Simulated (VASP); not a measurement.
# Si11WC12 (a cell with a defect) in VASP: further runs, part 2 of 3

VASP 6.6.1.

## Step 4: Relaxation of the atoms, PBEsol+U, collinear spin, ferromagnetic start (atoms moved at random, drawn with an rms of 0.05 Å)

INCAR

```
SYSTEM = Si11WC12
ALGO     = Normal         ! electronic algorithm
EDIFF    = 1E-5           ! SCF threshold, eV
EDIFFG   = -0.03          ! ionic threshold
ENCUT    = 450            ! plane-wave cutoff, eV
GGA      = PS             ! functional
IBRION   = 2              ! ionic algorithm
ISIF     = 2              ! what is computed and relaxed
ISMEAR   = 0              ! smearing method
ISPIN    = 2              ! spin polarisation
ISYM     = 0            
KPAR     = 4            
LASPH    = .True.         ! aspherical terms in the spheres
LCHARG   = .False.        ! write CHGCAR
LDAU     = .True.         ! DFT+U
LDAUJ    = 0 0 0        
LDAUL    = 2 -1 -1        ! shell
LDAUPRINT= 1            
LDAUTYPE = 2            
LDAUU    = 2 0 0          ! U, eV
LMAXMIX  = 4              ! l up to which the mixer works
LORBIT   = 11             ! projections on sites
LREAL    = Auto         
LWAVE    = .False.        ! write WAVECAR
MAGMOM   = 1 0 0 0 0 0 0 0 0 0 0 0 0 0 0 0 0 0 0 0 0 0 0 0 ! initial moments
NELECT   = 105.0        
NELM     = 120            ! most SCF steps
NSW      = 60             ! ionic steps
NUPDOWN  = 1              ! fixed moment
PREC     = Accurate       ! precision mode
SIGMA    = 0.03           ! smearing width, eV
```

KPOINTS

```
k-points
0
Gamma
  2 3 3
  0 0 0
```

POSCAR

```
Si11WC12
1.0
    0.0000000000      6.5370000000      6.5370000000
    4.3580000000      0.0000000000      4.3580000000
    4.3580000000      4.3580000000      0.0000000000
W Si C
1 11 12
Direct
    0.0058200000      0.0003490000     -0.0083120000
   -0.0009990000      0.0138490000      0.4954310000
   -0.0004920000      0.5007700000      0.0001960000
    0.0057510000      0.5068170000      0.4884850000
    0.3335060000     -0.0041970000     -0.0031480000
    0.3364900000      0.0013100000      0.4995370000
    0.3326180000      0.5027630000     -0.0049780000
    0.3337270000      0.4996070000      0.5062540000
    0.6702400000     -0.0004230000      0.0065350000
    0.6724170000     -0.0113960000      0.4934250000
    0.6682920000      0.4889040000      0.0035830000
    0.6658950000      0.4965750000      0.5070050000
    0.0800760000      0.1243240000      0.1295470000
    0.0863040000      0.1255480000      0.6223990000
    0.0796570000      0.6270690000      0.1355910000
    0.0841430000      0.6236700000      0.6254280000
    0.4152780000      0.1255540000      0.1291920000
    0.4177740000      0.1221750000      0.6197080000
    0.4195760000      0.6214220000      0.1267460000
    0.4102250000      0.6238600000      0.6293070000
    0.7509780000      0.1297670000      0.1223690000
    0.7477140000      0.1253590000      0.6364110000
    0.7593260000      0.6187850000      0.1215070000
    0.7531690000      0.6225400000      0.6236120000
```

Potentials or basis: VASP PAW PBE potentials, release 64 (W_sv, Si, C).

Launch:

```
$ cat potpaw_PBE.64/W_sv/POTCAR potpaw_PBE.64/Si/POTCAR potpaw_PBE.64/C/POTCAR > POTCAR
$ mpirun -np 4 vasp_std > vasp.out
```

OUTCAR:

```text
SYSTEM = Si11WC12
   EDIFF = 1E-5
   EDIFFG = -0.03
   ENCUT = 450
   GGA = PS
   IBRION = 2
   ISIF = 2
   ISMEAR = 0
   ISPIN = 2
   ISYM = 0
   LASPH = .True.
   LORBIT = 11
   LREAL = Auto
   NELECT = 105.0
   NELM = 120
   NSW = 60
   NUPDOWN = 1
   PREC = Accurate

 ion  position               nearest neighbor table
   1  0.006  0.000  0.992-  14 1.86  13 1.88  15 1.88  21 1.92   5 3.03   7 3.04   6 3.05   2 3.05
[... 1910 lines left out ...]

  FORCE on cell =-STRESS in cart. coord.  units (eV):
  Direction    XX          YY          ZZ          XY          YZ          ZX
  --------------------------------------------------------------------------------------
  -------------------------------------------------------------------------------------
  Total       -2.7052826     -2.8167918     -2.8052205     -0.5193639      0.4738774     -0.5553895
  in kB      -17.4558215    -18.1753337    -18.1006704     -3.3511928      3.0576914     -3.5836476
  external PRESSURE =     -17.9106085 kB  Pullay stress =       0.0000000 kB
[... 39 lines left out ...]
  FREE ENERGIE OF THE ION-ELECTRON SYSTEM (eV)
  ---------------------------------------------------
  free  energy   TOTEN  =      -202.0547007348 eV

  energy  without entropy=     -202.0545871429  energy(sigma->0) =     -202.05464394

 reached required accuracy - stopping structural energy minimisation

 total charge

# of ion       s       p       d       tot
------------------------------------------
    1        2.483   6.340   3.485  12.309
    2        0.709   0.962   0.000   1.671
    3        0.709   0.962   0.000   1.670
    4        0.708   0.958   0.000   1.666
    5        0.708   0.971   0.000   1.679
    6        0.706   0.964   0.000   1.670
[... 16 lines left out ...]
   23        0.835   1.701   0.000   2.536
   24        0.835   1.695   0.000   2.529
--------------------------------------------------
tot         20.369  37.282   3.485  61.136

 magnetization (x)

# of ion       s       p       d       tot
------------------------------------------
    1        0.010   0.011   0.578   0.599
    2        0.010   0.007   0.000   0.018
    3        0.010   0.007   0.000   0.018
    4        0.010   0.007   0.000   0.017
    5        0.004   0.005   0.000   0.009
    6        0.004   0.004   0.000   0.008
[... 16 lines left out ...]
   23        0.000  -0.001   0.000  -0.001
   24        0.001  -0.000   0.000   0.000
--------------------------------------------------
tot          0.068   0.025   0.578   0.671
```

OSZICAR:

```text
N       E                     dE             d eps       ncg     rms          rms(c)
DAV:   1     0.437578751664E+03    0.43758E+03   -0.45029E+04  2664   0.132E+03
DAV:   2    -0.184262776798E+03   -0.62184E+03   -0.59879E+03  3254   0.288E+02
[... 110 lines left out ...]
DAV:   2    -0.202054262555E+03   -0.49790E-06   -0.11092E-05  1756   0.143E-02
  15 F= -.20205426E+03 E0= -.20205420E+03  d E =-.695812E-03  mag=     1.0000
       N       E                     dE             d eps       ncg     rms          rms(c)
DAV:   1    -0.202054362428E+03   -0.10037E-03   -0.80590E-02  2672   0.159E+00    0.760E-02
DAV:   2    -0.202054717412E+03   -0.35498E-03   -0.47269E-03  2710   0.274E-01    0.418E-02
DAV:   3    -0.202054705893E+03    0.11520E-04   -0.11643E-04  3208   0.446E-02    0.244E-02
DAV:   4    -0.202054700735E+03    0.51581E-05   -0.31069E-05  2128   0.218E-02
  16 F= -.20205470E+03 E0= -.20205464E+03  d E =-.438180E-03  mag=     1.0000
```

Wall time 22 min (4 MPI ranks of Intel Xeon Platinum 8488C (Sapphire Rapids), shared host); peak memory 0.63 GiB.

What came out:

* Free energy: -202.0547 eV
* Energy gained by relaxing: 65.6 meV/atom
* Ionic steps: 16
* Largest force after relaxing: 0.019 eV/Å
* Net moment: 1.00 μB per cell
* Site moments: W +0.60; Si +0.02, +0.01, +0.00; C -0.01, +0.00, +0.01, -0.00 μB
* Valence electrons inside the program's atomic spheres: W 12.31; Si 1.67, 1.68; C 2.54, 2.53

Forces in eV/Å, atoms in the order of the input:
```
W    0.000  0.006 -0.008
Si  -0.003  0.014 -0.008
Si   0.005 -0.009 -0.010
Si  -0.014  0.013 -0.003
Si   0.004 -0.001  0.005
Si   0.008 -0.008  0.000
Si  -0.004 -0.001  0.001
Si   0.006  0.007  0.006
Si   0.007 -0.010  0.001
Si  -0.002 -0.001  0.013
Si  -0.014  0.003  0.006
Si  -0.009 -0.001  0.000
C    0.002 -0.007 -0.009
C   -0.004 -0.004  0.009
C   -0.014  0.011 -0.004
C    0.002  0.011  0.002
C    0.014  0.003 -0.002
C   -0.004 -0.004 -0.004
C   -0.004  0.003  0.007
C   -0.006  0.007  0.002
C    0.011  0.002  0.011
C    0.000 -0.012 -0.010
C    0.012 -0.012 -0.007
C    0.007 -0.009  0.002
```

The path:
| step | energy change (eV) | largest force (eV/Å) | pressure (GPa) |
| --- | --- | --- | --- |
| 1 | 0.0000 | 3.9728 | 1.24 |
| 2 | -0.9374 | 2.6642 | -2.12 |
| 3 | -1.4185 | 1.1221 | -1.62 |
| 4 | -1.5044 | 1.2347 | -1.75 |
| 5 | -1.5216 | 0.6947 | -1.77 |
| 6 | -1.5565 | 0.1947 | -1.77 |
| 7 | -1.5570 | 0.1998 | -1.77 |
| 8 | -1.5683 | 0.1613 | -1.78 |
| 9 | -1.5685 | 0.1922 | -1.78 |
| 10 | -1.5726 | 0.1120 | -1.79 |
| 11 | -1.5726 | 0.1189 | -1.79 |
| 12 | -1.5739 | 0.0641 | -1.80 |
| 13 | -1.5739 | 0.0644 | -1.80 |
| 14 | -1.5746 | 0.0441 | -1.79 |
| 15 | -1.5746 | 0.0454 | -1.79 |
| 16 | -1.5751 | 0.0193 | -1.79 |

Final structure:
```
W Si C
1.0
     0.00000    6.53700    6.53700
     4.35800    0.00000    4.35800
     4.35800    4.35800    0.00000
W Si C
1 11 12
Direct
  0.99710 0.00176 0.00180
  0.99879 0.99585 0.50380
  0.99894 0.50349 0.99606
  0.99876 0.50326 0.50358
  0.33853 0.99772 0.99877
  0.34125 0.99577 0.49612
  0.34112 0.49529 0.99676
  0.33519 0.49916 0.50014
  0.66680 0.99641 0.99777
  0.66356 0.99851 0.50911
  0.66350 0.50765 0.00007
  0.66824 0.49875 0.49997
  0.08938 0.12904 0.12937
  0.09107 0.12781 0.60803
  0.09093 0.60800 0.12821
  0.08509 0.62434 0.62459
  0.42003 0.12264 0.12350
  0.41585 0.12527 0.62731
  0.41577 0.62625 0.12635
  0.41898 0.62330 0.62421
  0.73493 0.13244 0.13399
  0.75148 0.12433 0.62491
  0.75157 0.62356 0.12548
  0.75061 0.62441 0.62591
```

Eigenvalues of the final occupation matrices:
```csv
site,spin,trace,eigenvalues
site 1 d,1,2.06,0.41 0.41 0.41 0.42 0.42
site 1 d,2,1.48,0.15 0.15 0.39 0.40 0.40
```

Caveat: the k mesh is coarse (spacing up to 0.42 Å⁻¹), so the values aren't converged; the cell is charged against a uniform background, so pressure and absolute levels hang on convention; the cutoff is under 1.25 times the usual one of these potentials, so pressure, stress and relaxed cells hold a basis-set (Pulay) error; the PAW data sets were made with another functional, which shifts forces and pressure a little; the total moment is fixed, so each spin has its own Fermi level; the U is typed as a test and isn't derived for this compound.

## Step 5: Single point, PBEsol+U, collinear spin, ferromagnetic start

INCAR, as its differences from that of step 4:

```diff
@@ -3,6 +3,4 @@
 EDIFF    = 1E-5           ! SCF threshold, eV
-EDIFFG   = -0.03          ! ionic threshold
 ENCUT    = 450            ! plane-wave cutoff, eV
 GGA      = PS             ! functional
-IBRION   = 2              ! ionic algorithm
 ISIF     = 2              ! what is computed and relaxed
@@ -25,6 +23,5 @@
 MAGMOM   = 1 0 0 0 0 0 0 0 0 0 0 0 0 0 0 0 0 0 0 0 0 0 0 0 ! initial moments
+NBANDS   = 75             ! bands
 NELECT   = 105.0        
 NELM     = 120            ! most SCF steps
-NSW      = 60             ! ionic steps
-NUPDOWN  = 1              ! fixed moment
 PREC     = Accurate       ! precision mode
```

KPOINTS is that of step 4.

POSCAR

```
Si11WC12                                
1.0
    0.0000000000      6.5370000000      6.5370000000
    4.3580000000      0.0000000000      4.3580000000
    4.3580000000      4.3580000000      0.0000000000
  W               Si              C             
     1    11    12
Direct
     0.9971000840617251    0.0017572854534524    0.0017968331801642
     0.9987875123695613    0.9958468485345021    0.5037978563246126
     0.9989406813523163    0.5034859079351984    0.9960557533026680
     0.9987605354337447    0.5032617792069052    0.5035789594511827
     0.3385289539771261    0.9977224685080103    0.9987703368214372
     0.3412541239423667    0.9957727986993763    0.4961188628383169
     0.3411247857387079    0.4952915113750007    0.9967625475075148
     0.3351943074319347    0.4991586396224955    0.5001364518712204
     0.6668046580069091    0.9964088636665552    0.9977711401658390
     0.6635606095433780    0.9985062510574138    0.5091089363348648
     0.6634952056030429    0.5076499345038697    0.0000744240088788
     0.6682419414918124    0.4987519850415696    0.4999732105977467
     0.0893784884418759    0.1290387246058155    0.1293720951626678
     0.0910688162320053    0.1278076945460872    0.6080323932592919
     0.0909286867358107    0.6079950271683439    0.1282120959466730
     0.0850943818316978    0.6243413632461329    0.6245877415799791
     0.4200324114032390    0.1226434521965238    0.1235031725954228
     0.4158512376445536    0.1252692585707427    0.6273137718290223
     0.4157713527601104    0.6262475157995890    0.1263505285829022
     0.4189794519473646    0.6232988791925019    0.6242106847513983
     0.7349272611468384    0.1324443112261269    0.1339888247778099
     0.7514812561449508    0.1243311556696732    0.6249143235189649
     0.7515680655817182    0.6235627814128799    0.1254846906773757
     0.7506101911772013    0.6244065627612444    0.6259143649140495
```

Launch:

```
$ cat potpaw_PBE.64/W_sv/POTCAR potpaw_PBE.64/Si/POTCAR potpaw_PBE.64/C/POTCAR > POTCAR
$ mpirun -np 4 vasp_std > vasp.out
```

Run time: 3.7 min. Hardware: 4 MPI ranks of Intel Xeon Platinum 8488C (Sapphire Rapids), shared host; peak memory 0.6 GiB.

The run converged. Its results:

```
Free energy                                           : -202.0582 eV
Largest force                                         : 0.064 eV/Å
Band gap on the k mesh                                : none (metal or under the smearing width)
Net moment                                            : 0.88 μB per cell
Site moments                                          : W +0.57; Si +0.02, +0.01, +0.00; C -0.01, -0.00, +0.00 μB
Valence electrons inside the program's atomic spheres : W 12.30; Si 1.67, 1.68; C 2.54, 2.53
```

Forces in eV/Å, atoms in the order of the input:
```
W   -0.064  0.001 -0.010
Si   0.033  0.000 -0.032
Si   0.043 -0.033 -0.023
Si  -0.028 -0.001 -0.016
Si  -0.047 -0.004  0.002
Si   0.027  0.022  0.016
Si   0.015  0.015  0.030
Si  -0.032  0.018  0.016
Si  -0.037  0.009  0.020
Si   0.038 -0.002  0.004
Si   0.026 -0.007  0.007
Si  -0.037 -0.002 -0.002
C   -0.023 -0.008 -0.011
C    0.038 -0.009  0.008
C    0.028  0.010 -0.013
C   -0.003  0.012  0.003
C    0.031 -0.006 -0.011
C    0.004 -0.009  0.008
C    0.003  0.014  0.002
C    0.001  0.003 -0.002
C   -0.022  0.003  0.011
C   -0.003 -0.013 -0.006
C    0.008 -0.009 -0.007
C    0.002 -0.006  0.006
```

Levels at points of the mesh, in eV from the Fermi level:
Spin up:
| k point | band 51 | band 52 | band 53 | band 54 | band 55 | band 56 |
| --- | --- | --- | --- | --- | --- | --- |
| (0.00, 0.00, 0.00) | -1.51 | -1.49 | -0.24 | -0.16 | -0.01 | 0.98 |
| (0.50, 0.00, 0.00) | -1.63 | -1.62 | -0.32 | -0.17 | -0.05 | 0.12 |
Spin down:
```csv
k point,band 50,band 51,band 52,band 53,band 54,band 55
"(0.00, 0.00, 0.00)",-1.65,-1.50,-1.48,0.03,0.35,0.42
"(0.50, 0.00, 0.00)",-1.98,-1.61,-1.60,-0.06,0.13,0.37
```

Eigenvalues of the final occupation matrices:
```csv
site,spin,trace,eigenvalues
site 1 d,1,2.05,0.38 0.41 0.41 0.42 0.42
site 1 d,2,1.49,0.15 0.15 0.39 0.40 0.40
```

Caveat: the k mesh is coarse (spacing up to 0.42 Å⁻¹), so the values aren't converged; the cell is charged against a uniform background, so pressure and absolute levels hang on convention; the cutoff is under 1.25 times the usual one of these potentials, so pressure, stress and relaxed cells hold a basis-set (Pulay) error; the PAW data sets were made with another functional, which shifts forces and pressure a little; the U is typed as a test and isn't derived for this compound.

## Step 6: Single point, PBEsol+U, collinear spin, ferromagnetic start

INCAR, as its differences from that of step 5:

```diff
@@ -17,3 +17,3 @@
 LDAUTYPE = 2            
-LDAUU    = 2 0 0          ! U, eV
+LDAUU    = 4 0 0          ! U, eV
 LMAXMIX  = 4              ! l up to which the mixer works
@@ -26,2 +26,3 @@
 NELM     = 120            ! most SCF steps
+NUPDOWN  = 1              ! fixed moment
 PREC     = Accurate       ! precision mode
```

KPOINTS is that of step 5.

POSCAR is that of step 5.

Potentials or basis: VASP PAW PBE potentials, release 64 (W_sv, Si, C).

Launch:

```
$ cat potpaw_PBE.64/W_sv/POTCAR potpaw_PBE.64/Si/POTCAR potpaw_PBE.64/C/POTCAR > POTCAR
$ mpirun -np 4 vasp_std > vasp.out
```

Run time: 4 min. Hardware: 4 MPI ranks of Intel Xeon Platinum 8488C (Sapphire Rapids), shared host; peak memory 0.6 GiB.

It converged, with:

```yaml
Free_energy: -199.8881 eV
Largest_force: 0.190 eV/Å
Net_moment: 1.00 μB per cell
Site_moments: W +0.66; Si +0.02, +0.01, +0.00; C -0.02, -0.00, +0.01, -0.01, +0.00 μB
Valence_electrons_inside_the_program's_atomic_spheres: W 12.27; Si 1.67, 1.68; C 2.54, 2.55, 2.53
```

Forces on the atoms (eV/Å):
```
W   -0.006  0.011 -0.003
Si  -0.003  0.013  0.018
Si   0.005  0.017 -0.011
Si  -0.040  0.013 -0.004
Si   0.020  0.001  0.007
Si   0.005 -0.021  0.004
Si  -0.007  0.004 -0.013
Si   0.004  0.007  0.007
Si   0.028 -0.015 -0.003
Si  -0.001 -0.019  0.013
Si  -0.013  0.002 -0.011
Si  -0.008 -0.001 -0.001
C    0.101  0.093  0.091
C   -0.103 -0.102  0.110
C   -0.114  0.111 -0.105
C    0.002  0.010  0.000
C    0.008  0.004 -0.001
C   -0.002 -0.002 -0.005
C   -0.003  0.002  0.009
C   -0.006  0.009  0.003
C    0.118 -0.106 -0.097
C   -0.002 -0.011 -0.010
C    0.009 -0.013 -0.004
C    0.007 -0.008  0.003
```

Eigenvalues of the final occupation matrices:
| site | spin | trace | eigenvalues |
| --- | --- | --- | --- |
| site 1 d | 1 | 2.07 | 0.40 0.41 0.41 0.42 0.42 |
| site 1 d | 2 | 1.43 | 0.13 0.13 0.39 0.39 0.39 |

Caveat: the k mesh is coarse (spacing up to 0.42 Å⁻¹), so the values aren't converged; the cell is charged against a uniform background, so pressure and absolute levels hang on convention; the cutoff is under 1.25 times the usual one of these potentials, so pressure, stress and relaxed cells hold a basis-set (Pulay) error; the PAW data sets were made with another functional, which shifts forces and pressure a little; the total moment is fixed, so each spin has its own Fermi level; the U is typed as a test and isn't derived for this compound. The run has no spin-orbit coupling, so splittings on W are missing.

(Continued in part 3 of 3.)
